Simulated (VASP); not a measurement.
The system is Ir.

```xyz
1
Lattice="0.0000 1.9156 1.9156 1.9156 0.0000 1.9156 1.9156 1.9156 0.0000" Properties=species:S:1:pos:R:3 pbc="T T T"
Ir    0.0000    0.0000    0.0000
```

```yaml
Program: VASP 6.6.1
Task: relaxation of cell and atoms
Functional: rev-vdW-DF2
Potentials_or_basis: VASP PAW PBE potentials, release 64 (Ir)
Cutoff: 600 eV
k_mesh: 16 × 16 × 16
Occupations: methfessel-paxton, width 0.1 eV
Spin: no spin polarisation
```

At the start: pressure 9.3 GPa; volume 14.06 Å³/atom.

Q: How do energy, volume and symmetry change on relaxing?

A: Over 4 steps the energy falls by 9.6 meV/atom and the volume is 14.40 Å³/atom (+2.4 %); space group Fm-3m (No. 225, to 0.05 Å).

The path:
```tsv
step	energy change (eV)	largest force (eV/Å)	pressure (GPa)	volume (Å³)
1	0.0000	0.0000	9.27	14.06
2	0.1144	0.0000	-26.23	15.78
3	-0.0096	0.0000	-0.35	14.41
4	-0.0096	0.0000	-0.04	14.40
```

Final structure:
```
CELL_PARAMETERS angstrom
0.00000 1.93104 1.93104
1.93104 0.00000 1.93104
1.93104 1.93104 0.00000
ATOMIC_POSITIONS crystal
Ir 0.00000 0.00000 0.00000
```

Caveat: the PAW data sets were made with another functional, which shifts forces and pressure a little.
